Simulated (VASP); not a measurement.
# Si2Sb2Te (P1) in VASP: relaxation of cell and atoms with PBE

Aim: the relaxation of cell and atoms of Si2Sb2Te with PBE.

Everything below comes from runs of VASP 6.6.1. Logs are shortened: lines on timing, memory, paths and dates and some standing lists are left out, and cuts for length are marked.

## (1) The crystal as given

The typed cell holds 10 atoms: a = 7.037 Å, b = 7.052 Å, c = 6.765 Å, α = 89.44°, β = 88.14°, γ = 61.99°.

The cell was built by a generator and needn't be a form met in nature.

## (2) Relaxation of cell and atoms, PBE

File INCAR:

```
SYSTEM = Si2Sb2Te
PREC = Normal
ENCUT = 520
EDIFF = 1E-5
ISMEAR = 0
SIGMA = 0.15
LREAL = Auto
LASPH = .TRUE.
NELM = 80
ALGO = Fast
ISIF = 3
LWAVE = .FALSE.
LCHARG = .FALSE.
GGA = PE
IBRION = 2
NSW = 110
EDIFFG = -0.03
ISYM = 0
KPAR = 4
```

File KPOINTS:

```
regular mesh
0
G
  4 4 4
  0 0 0
```

File POSCAR:

```
Si2Sb2Te
1.0
    6.0332259100     -3.6195810800      0.1137666900
    6.0424223500      3.6352329700      0.0346945100
    0.0828336800     -0.0750870300      6.7641540100
Si Sb Te
4 4 2
Direct
    0.6823953800      0.9763375600      0.2179957500
    0.0276921600      0.3086945400      0.2144103400
    0.9850592200      0.6793610200      0.7052668300
    0.3254098800      0.0239205400      0.7046223300
    0.0527747300      0.6592447100      0.3294665100
    0.3537048800      0.9505681600      0.3350588800
    0.9735531700      0.3394982900      0.8268139100
    0.6469832700      0.0474448400      0.8362496600
    0.6909230800      0.3082513000      0.3433976800
    0.3301921400      0.6830357500      0.8587622500
```

Potentials or basis: VASP PAW PBE potentials, release 64 (Si, Sb, Te).

Run with:

```bash
cat potpaw_PBE.64/Si/POTCAR potpaw_PBE.64/Sb/POTCAR potpaw_PBE.64/Te/POTCAR > POTCAR
mpirun -np 4 vasp_std > vasp.out
```

OUTCAR:

```text
SYSTEM = Si2Sb2Te
   PREC = Normal
   ENCUT = 520
   EDIFF = 1E-5
   ISMEAR = 0
   LREAL = Auto
   LASPH = .TRUE.
   NELM = 80
   ISIF = 3
   GGA = PE
   IBRION = 2
   NSW = 110
   EDIFFG = -0.03
   ISYM = 0

 ion  position               nearest neighbor table
   1  0.682  0.976  0.218-   6 2.51   9 2.52   8 2.62   5 2.64
   2  0.028  0.309  0.214-   9 2.50   6 2.64   7 2.65   5 2.68
   3  0.985  0.679  0.705-   7 2.56   5 2.56  10 2.68   8 2.70
   4  0.325  0.024  0.705-   8 2.54   6 2.54   7 2.55  10 2.60
   5  0.053  0.659  0.329-   3 2.56   1 2.64   2 2.68   6 3.58  10 3.72
   6  0.354  0.951  0.335-   1 2.51   4 2.54   2 2.64   5 3.58
   7  0.974  0.339  0.827-   4 2.55   3 2.56   2 2.65   8 3.74
   8  0.647  0.047  0.836-   4 2.54   1 2.62   3 2.70   7 3.74
   9  0.691  0.308  0.343-   2 2.50   1 2.52
  10  0.330  0.683  0.859-   4 2.60   3 2.68   5 3.72

IMPORTANT INFORMATION: All symmetrisations will be switched off!
NOSYMM: (Re-)initialisation of all symmetry stuff for point group C_1.

----------------------------------------------------------------------------------------

                                     Primitive cell

  volume of cell :     296.2112

  direct lattice vectors                    reciprocal lattice vectors
     6.033225910 -3.619581080  0.113766690     0.083021452 -0.137972523 -0.002548274
     6.042422350  3.635232970  0.034694510     0.082626398  0.137740405  0.000517178
     0.082833680 -0.075087030  6.764154010    -0.001820148  0.001614073  0.147878355

  length of vectors
     7.036627384  7.051736688  6.765077897     0.161044939  0.160623187  0.147898364

  position of ions in fractional coordinates (direct lattice)
     0.682395380  0.976337560  0.217995750
     0.027692160  0.308694540  0.214410340
     0.985059220  0.679361020  0.705266830
     0.325409880  0.023920540  0.704622330
     0.052774730  0.659244710  0.329466510
     0.353704880  0.950568160  0.335058880
     0.973553170  0.339498290  0.826813910
     0.646983270  0.047444840  0.836249660
     0.690923080  0.308251300  0.343397680
     0.330192140  0.683035750  0.858762250

  ion indices of the primitive-cell ions
   primitive index   ion index
                 1           1
                 2           2
                 3           3
                 4           4
                 5           5
                 6           6
                 7           7
                 8           8
                 9           9
                10          10

----------------------------------------------------------------------------------------

 KPOINTS: regular mesh

Automatic generation of k-mesh.
 Grid dimensions read from file:
 generate k-points for:    4    4    4

 Generating k-lattice:

  Cartesian coordinates                     Fractional coordinates (reciprocal lattice)
     0.020755363 -0.034493131 -0.000637069     0.250000000 -0.000000000  0.000000000
     0.020656600  0.034435101  0.000129294    -0.000000000  0.250000000 -0.000000000
    -0.000455037  0.000403518  0.036969589     0.000000000  0.000000000  0.250000000

  Length of vectors
     0.040261235  0.040155797  0.036974591

  Shift w.r.t. Gamma in fractional coordinates (k-lattice)
     0.000000000  0.000000000  0.000000000

 Subroutine IBZKPT returns following result:
 ===========================================

 Found     36 irreducible k-points:

 Following reciprocal coordinates:
            Coordinates               Weight
  0.000000  0.000000  0.000000      1.000000
  0.250000  0.000000  0.000000      2.000000
  0.500000  0.000000  0.000000      1.000000
  0.000000  0.250000 -0.000000      2.000000
  0.250000  0.250000 -0.000000      2.000000
  0.500000  0.250000  0.000000      2.000000
[... 16 lines left out ...]
 -0.000000 -0.250000  0.250000      2.000000
  0.250000 -0.250000  0.250000      2.000000
 [... further k-points ...]
   k-points           NKPTS =     36   k-points in BZ     NKDIM =     36   number of bands    NBANDS=     30
   number of dos      NEDOS =    301   number of ions     NIONS =     10
   total plane-waves  NPLWV =  64000
   dimension x,y,z NGX =    40 NGY =   40 NGZ =   40
   dimension x,y,z NGXF=    80 NGYF=   80 NGZF=   80
   ions per type =               4   4   2
   NGX,Y,Z   is equivalent  to a cutoff of   9.45,  9.43,  9.83 a.u.
   NGXF,Y,Z  is equivalent  to a cutoff of  18.90, 18.86, 19.66 a.u.
 SYSTEM =  Si2Sb2Te
   PREC   = normal    normal or accurate (medium, high low for compatibility)
   ISTART =      0    job   : 0-new  1-cont  2-samecut
   ICHARG =      2    charge: 1-file 2-atom 10-const
   ISPIN  =      1    spin polarized calculation?
   LNONCOLLINEAR =      F non collinear calculations
   LSORBIT =      F    spin-orbit coupling
   LASPH  =      T    aspherical Exc in radial PAW
   ENCUT  =  520.0 eV  38.22 Ry    6.18 a.u.  13.08 13.11 12.58*2*pi/ulx,y,z
   NELM   =     80;   NELMIN=  2; NELMDL= -5     # of ELM steps
   EDIFF  = 0.1E-04   stopping-criterion for ELM
   LREAL  =      T    real-space projection
   EDIFFG = -.3E-01   stopping-criterion for IOM
   NSW    =    110    number of steps for IOM
   IBRION =      2    ionic relax: 0-MD 1-quasi-New 2-CG
   NFREE  =      1    steps in history (QN), initial steepest desc. (CG)
   ISIF   =      3    stress and relaxation
   ISYM   =      0    0-nonsym 1-usesym 2-fastsym
   POTIM  = 0.5000    time-step for ionic-motion
   TEBEG  =    0.0;   TEEND  =   0.0 temperature during run
   PSTRESS=    0.0 pullay stress
   NELECT =      48.0000    total number of electrons
   NUPDOWN=      -1.0000    fix difference up-down
   EMIN   =  10.00;   EMAX   =-10.00  energy-range for DOS
   EFERMI =   0.00;   METHOD = LEGACY
   ISMEAR =     0;   SIGMA  =   0.15  broadening in eV -4-tet -1-fermi 0-gaus
   EFERMI_NEDOS =   21; number of points for ismear=-14 and -15
   IALGO  =     68    algorithm
   IMIX   =      4    mixing-type and parameters
     AMIX     =   0.40;   BMIX     =  1.00
     AMIX_MAG =   1.60;   BMIX_MAG =  1.00
  volume/ion in A,a.u.               =      29.62       199.89
  Fermi-wavevector in a.u.,A,eV,Ry     =   0.892527  1.686632 10.838465  0.796605
  Thomas-Fermi vector in A             =   2.014488
   LORBIT       =      0    0 simple, 1 ext, 2 COOP (PROOUT), +10 PAW based schemes
   GGA     = PE    functional components
   LHFCALC =     F    Hartree Fock is set to
   AEXX    =    0.0000 exact exchange contribution
   IVDW    =     0    specifies the selected vdW correction
   LEPSILON=     F    determine dielectric tensor
   LRPA    =     F    only Hartree local field effects (RPA)
 conjugate gradient relaxation of ions
 non-spin polarized calculation
 RMM-DIIS sequential band-by-band and
 Gauss-broadening in eV      SIGMA  =   0.15
  energy-cutoff  :      520.00
  volume of cell :      296.21
 maximum number of plane-waves:      8002
   NGX = 27   NGY = 27   NGZ = 25

--------------------------------------- Ionic step        1  -------------------------------------------

 number of electron      48.0000004 magnetization

 Free energy of the ion-electron system (eV)
  ---------------------------------------------------
  ext. energy  EPLUGINS =         0.00000000
  ---------------------------------------------------
  free energy    TOTEN  =       -42.77817730 eV

  energy without entropy =      -42.77207715  energy(sigma->0) =      -42.77512723

------------------------ aborting loop because EDIFF is reached ----------------------------------------

  FORCE on cell =-STRESS in cart. coord.  units (eV):
  Direction    XX          YY          ZZ          XY          YZ          ZX
  --------------------------------------------------------------------------------------
  -------------------------------------------------------------------------------------
  Total        5.5038531      1.0954773      5.1010257     -1.1554485      2.0569931     -1.6648054
  in kB       29.7698051      5.9253302     27.5909512     -6.2497086     11.1260755     -9.0047701
  external PRESSURE =      21.0953622 kB  Pullay stress =       0.0000000 kB
[... 73 lines left out ...]
  energy  without entropy=      -43.0722415969  energy(sigma->0) =      -43.07460883

--------------------------------------- Ionic step        3  -------------------------------------------

 number of electron      47.9999992 magnetization

 E-fermi :   5.3122     XC(G=0):  -8.6836

 val. band max:        5.3083436385   @ k =   0.0000   0.0000   0.0000
 cond. band min:       5.4212297154   @ k =   0.5000   0.5000  -0.0000
 fundamental gap:      0.1128860769
 Fermi energy:         5.3121636964

 k-point     1 :       0.0000    0.0000    0.0000
  band No.  band energies     occupation
      1      -7.2442      2.00000
      2      -6.3870      2.00000
      3      -5.2067      2.00000
      4      -4.6891      2.00000
      5      -4.6524      2.00000
      6      -4.6123      2.00000
[... 781 lines left out ...]
     29       6.9217      0.00000
     30       7.1841      0.00000

 [... further k-points ...]

------------------------ aborting loop because EDIFF is reached ----------------------------------------

  FORCE on cell =-STRESS in cart. coord.  units (eV):
  Direction    XX          YY          ZZ          XY          YZ          ZX
  --------------------------------------------------------------------------------------
  -------------------------------------------------------------------------------------
  Total       -1.6691042     -1.2049285     -1.3684677      0.3464827      0.2841279     -0.4148989
  in kB       -8.5959463     -6.2054249     -7.0476575      1.7843983      1.4632687     -2.1367444
  external PRESSURE =      -7.2830096 kB  Pullay stress =       0.0000000 kB
[... 25 lines left out ...]
  FREE ENERGIE OF THE ION-ELECTRON SYSTEM (eV)
  ---------------------------------------------------
  free  energy   TOTEN  =       -43.0816055247 eV

  energy  without entropy=      -43.0768098503  energy(sigma->0) =      -43.07920769

[... ionic steps 4 to 12 ...]

--------------------------------------- Ionic step       13  -------------------------------------------

 number of electron      48.0000001 magnetization

------------------------ aborting loop because EDIFF is reached ----------------------------------------

  FORCE on cell =-STRESS in cart. coord.  units (eV):
  Direction    XX          YY          ZZ          XY          YZ          ZX
  --------------------------------------------------------------------------------------
  -------------------------------------------------------------------------------------
  Total       -0.0463952     -0.0267617     -0.0240886     -0.0432651     -0.0296396      0.0368497
  in kB       -0.2427363     -0.1400156     -0.1260301     -0.2263601     -0.1550723      0.1927948
  external PRESSURE =      -0.1695940 kB  Pullay stress =       0.0000000 kB
[... 73 lines left out ...]
  energy  without entropy=      -43.1508647550  energy(sigma->0) =      -43.15308208

--------------------------------------- Ionic step       15  -------------------------------------------

 number of electron      48.0000001 magnetization

 Free energy of the ion-electron system (eV)
  ---------------------------------------------------
  ext. energy  EPLUGINS =         0.00000000
  ---------------------------------------------------
  free energy    TOTEN  =       -43.15581782 eV

  energy without entropy =      -43.15136031  energy(sigma->0) =      -43.15358907

 E-fermi :   5.4467     XC(G=0):  -8.7473

 val. band max:        5.4466734235   @ k =   0.0000   0.0000   0.0000
 cond. band min:       5.5222095066   @ k =   0.5000   0.5000  -0.0000
 fundamental gap:      0.0755360831
 Fermi energy:         5.4466919862

 k-point     1 :       0.0000    0.0000    0.0000
  band No.  band energies     occupation
      1      -7.1982      2.00000
      2      -6.3461      2.00000
      3      -5.0736      2.00000
      4      -4.5467      2.00000
      5      -4.5251      2.00000
      6      -4.5021      2.00000
[... 781 lines left out ...]
     29       7.1299      0.00000
     30       7.3471      0.00000

 [... further k-points ...]

------------------------ aborting loop because EDIFF is reached ----------------------------------------

  FORCE on cell =-STRESS in cart. coord.  units (eV):
  Direction    XX          YY          ZZ          XY          YZ          ZX
  --------------------------------------------------------------------------------------
  -------------------------------------------------------------------------------------
  Total       -0.0061772     -0.0353828     -0.0944018      0.0166343     -0.0143918      0.0129538
  in kB       -0.0323206     -0.1851310     -0.4939313      0.0870344     -0.0753013      0.0677772
  external PRESSURE =      -0.2371276 kB  Pullay stress =       0.0000000 kB
[... 25 lines left out ...]
  FREE ENERGIE OF THE ION-ELECTRON SYSTEM (eV)
  ---------------------------------------------------
  free  energy   TOTEN  =       -43.1558178221 eV

  energy  without entropy=      -43.1513603087  energy(sigma->0) =      -43.15358907

 reached required accuracy - stopping structural energy minimisation
```

Wall time 2.1 min (4 MPI ranks of Intel Xeon 6975P-C (Granite Rapids), shared host); peak memory 0.38 GiB.

What came out:

```yaml
Free_energy: -43.1558 eV
Relaxed_volume: 30.62 Å³/atom
Relaxed_cell: a = 7.143 Å, b = 7.137 Å, c = 6.870 Å, α = 89.99°, β = 90.02°, γ = 60.96°
Space_group_after_relaxing_to_0.05_Å: P2_1 (No. 4)
Energy_gained_by_relaxing: 37.8 meV/atom
Ionic_steps: 15
Pressure_after_relaxing: 0.0 GPa
Largest_force_after_relaxing: 0.026 eV/Å
Band_gap_on_the_k_mesh: 0.08 eV, indirect (least direct gap 0.54 eV)
```

Forces in eV/Å, atoms in the order of the input:
```
Si   0.012 -0.008  0.001
Si   0.002  0.003  0.000
Si  -0.008 -0.011  0.004
Si   0.006 -0.012 -0.007
Sb   0.019  0.011  0.009
Sb   0.001  0.007 -0.009
Sb  -0.025  0.005 -0.006
Sb  -0.015 -0.003  0.001
Te   0.006 -0.002  0.008
Te   0.000  0.009  0.000
```

Step by step:
```tsv
step	energy change (eV)	largest force (eV/Å)	pressure (GPa)	volume (Å³)
1	0.0000	1.1539	2.11	296.21
2	-0.2988	0.5280	-1.04	313.15
3	-0.3034	0.5691	-0.73	311.10
4	-0.3558	0.2549	-0.05	306.97
5	-0.3583	0.2255	0.15	305.82
6	-0.3690	0.1463	0.04	306.37
7	-0.3712	0.1427	-0.03	306.73
8	-0.3747	0.0530	-0.04	306.60
9	-0.3749	0.0640	-0.04	306.57
10	-0.3749	0.0703	-0.05	306.56
11	-0.3761	0.0574	0.03	306.03
12	-0.3763	0.0618	0.06	305.76
13	-0.3770	0.0334	-0.02	306.23
14	-0.3771	0.0391	-0.04	306.41
15	-0.3776	0.0263	-0.02	306.21
```

Final structure:
```
Si Sb Te
1.0
     6.15552   -3.62450   -0.00161
     6.15161    3.61925    0.00074
    -0.00026    0.00204    6.86964
Si Sb Te
4 4 2
Direct
  0.68716 0.97709 0.21206
  0.02581 0.31533 0.21245
  0.98831 0.67999 0.71272
  0.32626 0.01823 0.71202
  0.05236 0.65306 0.33008
  0.34952 0.94965 0.32987
  0.96181 0.34201 0.82987
  0.66425 0.04488 0.83011
  0.69319 0.30967 0.35055
  0.32001 0.68644 0.85232
```

Caveat: spin-orbit coupling is left out, which moves the levels of the heavy elements.
